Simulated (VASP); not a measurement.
Input of a VASP 6.6.1 run:

File INCAR:

```
SYSTEM = LaPRuO
PREC = Accurate
ENCUT = 600
EDIFF = 1E-6
ISMEAR = 0
SIGMA = 0.03
LREAL = .False.
LASPH = .True.
NELM = 80
ALGO = Normal
ISIF = 3
LWAVE = .False.
LCHARG = .False.
GGA = PE
IVDW = 12
IBRION = 2
NSW = 90
EDIFFG = -0.01
KPAR = 2
```

KPOINTS

```
regular mesh
0
Gamma
  8 8 4
  0 0 0
```

File POSCAR:

```
LaPRuO
1.0
    4.0480000000      0.0000000000      0.0000000000
    0.0000000000      4.0480000000      0.0000000000
    0.0000000000      0.0000000000      8.4100000000
La P Ru O
2 2 2 2
Direct
    0.0000000000      0.5000000000      0.8490630000
    0.5000000000      0.0000000000      0.1509370000
    0.5000000000      0.0000000000      0.6470500000
    0.0000000000      0.5000000000      0.3529500000
    0.0000000000      0.0000000000      0.5000000000
    0.5000000000      0.5000000000      0.5000000000
    0.5000000000      0.5000000000      0.0000000000
    0.0000000000      0.0000000000      0.0000000000
```

Potentials or basis: VASP PAW PBE potentials, release 64 (La, P, Ru_pv, O).

Launch:

```sh
$ cat potpaw_PBE.64/La/POTCAR potpaw_PBE.64/P/POTCAR potpaw_PBE.64/Ru_pv/POTCAR potpaw_PBE.64/O/POTCAR > POTCAR
$ mpirun -np 2 vasp_std > vasp.out
```

Problem. Estimate the space group after relaxing (to 0.05 Å).

Solution. P4/nmm (No. 129).

Problem. Estimate the band gap on the k mesh.

Solution. None (metal or under the smearing width).

Forces on the atoms (eV/Å):
```
La   0.000  0.000 -0.006
La   0.000  0.000  0.006
P    0.000  0.000  0.008
P    0.000  0.000 -0.008
Ru   0.000  0.000  0.000
Ru   0.000  0.000  0.000
O    0.000  0.000  0.000
O    0.000  0.000  0.000
```

 The run has no spin-orbit coupling, so splittings on La are missing.
